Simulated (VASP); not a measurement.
An input for Quantum ESPRESSO's pw.x (written as the equivalent of a VASP run, and not itself run):

```
&CONTROL
  calculation = 'scf'
  pseudo_dir = './pseudo'
  outdir = './out'
  tprnfor = .true.
  tstress = .true.
/
&SYSTEM
  ibrav = 0
  nat = 4
  ntyp = 2
  ecutwfc = 96
  occupations = 'tetrahedra'
  input_dft = 'pbesol'
  nspin = 2
  starting_magnetization(1) = 0.43
  starting_magnetization(2) = 0.01
/
&ELECTRONS
  conv_thr = 7.3e-09
  electron_maxstep = 100
/
ATOMIC_SPECIES
  Mn 54.938 Mn.upf
  S 32.060 S.upf
CELL_PARAMETERS angstrom
     3.9289709   -0.0000000   -0.0000000
    -1.9644850    3.4025881    0.0000000
     0.0000000    0.0000000    6.3261610
ATOMIC_POSITIONS crystal
  Mn   0.6666670  0.3333330  0.0021252
  Mn   0.3333330  0.6666670  0.5021252
  S    0.6666670  0.3333330  0.6230748
  S    0.3333330  0.6666670  0.1230748
K_POINTS automatic
  10 10 6 0 0 0
```

Task: Translate this input to VASP (INCAR, KPOINTS, POSCAR, choice of POTCAR).

Result: This is not unique; one that fits is 
**KPOINTS**
```
kpoints
0
gamma
 10 10 6
```

**INCAR**
```
GGA=PS   ! PBEsol
SYSTEM=MnS
LASPH=.TRUE.
ISMEAR=-5   ! tetrahedra, Bloechl
EDIFF=1E-7   ! SCF stop (eV)
LCHARG=.TRUE.
ENCUT=400   ! plane-wave cut-off (eV)
MAGMOM=2*4.3 2*0.1
PREC=Accurate
LREAL=.FALSE.   ! projection in real space or not
ISPIN=2   ! spin-polarised
LORBIT=11   ! lm-projected
ISIF=2
LWAVE=.FALSE.
NEDOS=601   ! DOS grid
LMAXMIX=4
LEFG=.TRUE.
NELM=100
ALGO=Normal   ! blocked Davidson
```

File POSCAR:
```
MnS
1
    3.9289709151    -0.0000000072    -0.0000000000
   -1.9644849699     3.4025880819     0.0000000000
    0.0000000000     0.0000000000     6.3261609685
Mn S
2 2
Direct
  0.6666670000   0.3333330000   0.0021251727
  0.3333330000   0.6666670000   0.5021251727
  0.6666670000   0.3333330000   0.6230748273
  0.3333330000   0.6666670000   0.1230748273
```

POTCAR, in this order: Mn_pv S (PBE.64 set). Program: vasp_std.

What does not carry over: the potentials are each code's own (VASP's PAW set, PseudoDojo norm-conserving files in pw.x), so ENCUT and ecutwfc are chosen apart and not converted; conv_thr bounds pw.x's estimated SCF error, while EDIFF bounds the energy change between steps; starting_magnetization is a fraction of the valence charge and MAGMOM a moment in μB, so they match only roughly; the field gradients of LEFG aren't asked of the other code.

The structure was generated: MnS was put into the wurtzite type (P6_3mc), which need not be its known phase. It was relaxed first, which changed the volume by -5 %.
